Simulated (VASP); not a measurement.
Level of theory: PBE GGA, VASP's PBE PAW potentials (set 64) (plane waves; VASP).

VASP ran on this input.

### KPOINTS
```
kpoints
0
G
 3 3 3
```

INCAR:
```
EDIFF=1E-6
LWAVE=.FALSE.
NELM=100
PREC=Accurate
ISMEAR=0
LASPH=.TRUE.
GGA=PE   # PBE
LMAXMIX=6
LREAL=.FALSE.
ALGO=Normal   # blocked Davidson
LCHARG=.FALSE.
ISIF=2   # forces and stress, cell fixed
SYSTEM=PtSb2
SIGMA=0.02
ENCUT=300
```

POSCAR:
```
PtSb2
1
    6.4606080000     0.0000000000     0.0000000000
    0.0000000000     6.4606080000     0.0000000000
    0.0000000000     0.0000000000     6.4606080000
Sb Pt
8 4
Direct
  0.6250000000   0.8750000000   0.1250000000
  0.1250000000   0.6250000000   0.8750000000
  0.6250000000   0.6250000000   0.6250000000
  0.3750000000   0.3750000000   0.3750000000
  0.8750000000   0.1250000000   0.6250000000
  0.8750000000   0.3750000000   0.1250000000
  0.1250000000   0.8750000000   0.3750000000
  0.3750000000   0.1250000000   0.8750000000
  0.0000000000   0.5000000000   0.5000000000
  0.5000000000   0.0000000000   0.5000000000
  0.0000000000   0.0000000000   0.0000000000
  0.5000000000   0.5000000000   0.0000000000
```

POTCAR, in this order: Sb Pt (PBE.64 set). Program: vasp_std.

Output

File OUTCAR:
```
 ion  position               nearest neighbor table
   1  0.625  0.875  0.125-  10 2.68  11 2.68  12 2.68   8 2.80   6 3.61   7 3.61   3 3.61   3 3.61
                             6 3.61   7 3.61
   2  0.125  0.625  0.875-   9 2.68  11 2.68  12 2.68   6 2.80   3 3.61   7 3.61   8 3.61   7 3.61
                             8 3.61   3 3.61
   3  0.625  0.625  0.625-   9 2.68  10 2.68  12 2.68   4 2.80   2 3.61   1 3.61   5 3.61   1 3.61
                             5 3.61   2 3.61
   4  0.375  0.375  0.375-   9 2.68  10 2.68  12 2.68   3 2.80   6 3.61   7 3.61   8 3.61   8 3.61
                             7 3.61   6 3.61
   5  0.875  0.125  0.625-   9 2.68  10 2.68  11 2.68   7 2.80   6 3.61   3 3.61   8 3.61   6 3.61
                             3 3.61   8 3.61
   6  0.875  0.375  0.125-   9 2.68  11 2.68  12 2.68   2 2.80   1 3.61   4 3.61   5 3.61   5 3.61
                             1 3.61   4 3.61
   7  0.125  0.875  0.375-   9 2.68  10 2.68  11 2.68   5 2.80   2 3.61   4 3.61   1 3.61   2 3.61
                             4 3.61   1 3.61
   8  0.375  0.125  0.875-  10 2.68  11 2.68  12 2.68   1 2.80   2 3.61   4 3.61   5 3.61   4 3.61
                             2 3.61   5 3.61
   9  0.000  0.500  0.500-   2 2.68   3 2.68   4 2.68   5 2.68   6 2.68   7 2.68
  10  0.500  0.000  0.500-   1 2.68   3 2.68   4 2.68   5 2.68   7 2.68   8 2.68
  11  0.000  0.000  0.000-   1 2.68   2 2.68   5 2.68   6 2.68   7 2.68   8 2.68
  12  0.500  0.500  0.000-   1 2.68   2 2.68   3 2.68   4 2.68   6 2.68   8 2.68
  LATTYP: Found a simple cubic cell.
 ALAT       =     6.4606080000
 Subroutine PRICEL returns:
 Original cell was already a primitive cell.
...
```

OSZICAR:
```
       N       E                     dE             d eps       ncg     rms          rms(c)
DAV:   1     0.366063839043E+03    0.36606E+03   -0.22608E+04   384   0.906E+02
DAV:   2    -0.377975581610E+02   -0.40386E+03   -0.38248E+03   448   0.212E+02
DAV:   3    -0.642882794957E+02   -0.26491E+02   -0.25798E+02   456   0.562E+01
DAV:   4    -0.648914673100E+02   -0.60319E+00   -0.59882E+00   448   0.892E+00
DAV:   5    -0.649123570135E+02   -0.20890E-01   -0.20880E-01   464   0.157E+00    0.177E+01
DAV:   6    -0.634252543479E+02    0.14871E+01   -0.11673E+01   432   0.180E+01    0.714E+00
DAV:   7    -0.630063618130E+02    0.41889E+00   -0.22280E+00   416   0.822E+00    0.563E+00
DAV:   8    -0.628962245930E+02    0.11014E+00   -0.29352E-01   448   0.246E+00    0.848E-01
DAV:   9    -0.628918913908E+02    0.43332E-02   -0.28981E-02   424   0.895E-01    0.464E-01
DAV:  10    -0.628919600164E+02   -0.68626E-04   -0.41718E-03   448   0.327E-01    0.841E-02
DAV:  11    -0.628917479680E+02    0.21205E-03   -0.59983E-04   448   0.116E-01    0.190E-02
DAV:  12    -0.628917507435E+02   -0.27756E-05   -0.62074E-05   440   0.294E-02    0.178E-02
DAV:  13    -0.628917504063E+02    0.33723E-06   -0.31540E-06   336   0.877E-03
   1 F= -.62891750E+02 E0= -.62889684E+02  d E =-.413360E-02
```

File OUTCAR:
```
------------------------ aborting loop because EDIFF is reached ----------------------------------------
  FORCE on cell =-STRESS in cart. coord.  units (eV):
  Direction    XX          YY          ZZ          XY          YZ          ZX
  --------------------------------------------------------------------------------------
  Total        7.6908275      7.6908275      7.6908275     -0.0000000     -0.0000000      0.0000000
  in kB       45.6944528     45.6944528     45.6944528     -0.0000000     -0.0000000      0.0000000
  external PRESSURE =      45.6944528 kB  Pullay stress =       0.0000000 kB
  volume of cell :      269.66
      direct lattice vectors                 reciprocal lattice vectors
     6.460608000  0.000000000  0.000000000     0.154784194  0.000000000  0.000000000
     0.000000000  6.460608000  0.000000000     0.000000000  0.154784194  0.000000000
     0.000000000  0.000000000  6.460608000     0.000000000  0.000000000  0.154784194
 POSITION                                       TOTAL-FORCE (eV/Angst)
 -----------------------------------------------------------------------------------
      4.03788      5.65303      0.80758         0.033170     -0.033170      0.033170
      0.80758      4.03788      5.65303         0.033170      0.033170     -0.033170
      4.03788      4.03788      4.03788         0.033170      0.033170      0.033170
      2.42273      2.42273      2.42273        -0.033170     -0.033170     -0.033170
      5.65303      0.80758      4.03788        -0.033170      0.033170      0.033170
      5.65303      2.42273      0.80758        -0.033170     -0.033170      0.033170
      0.80758      5.65303      2.42273         0.033170     -0.033170     -0.033170
      2.42273      0.80758      5.65303        -0.033170      0.033170     -0.033170
      0.00000      3.23030      3.23030        -0.000000      0.000000      0.000000
      3.23030      0.00000      3.23030        -0.000000      0.000000      0.000000
      0.00000      0.00000      0.00000        -0.000000      0.000000      0.000000
      3.23030      3.23030      0.00000        -0.000000      0.000000      0.000000
 -----------------------------------------------------------------------------------
    total drift:                                0.000000      0.000000      0.000000
  FREE ENERGIE OF THE ION-ELECTRON SYSTEM (eV)
  ---------------------------------------------------
  free  energy   TOTEN  =       -62.8917504063 eV

  energy  without entropy=      -62.8876168060  energy(sigma->0) =      -62.88968361
```
(Selected blocks of OUTCAR.)

At this cut-off the stress carries a Pulay error, which pulls relaxed volumes low.

The structure is a typed PtSb2 crystal. The cell was not relaxed at this level. The k-mesh is coarse (spacing up to 0.32 per Å, 2π included), so the numbers may not be converged in it.
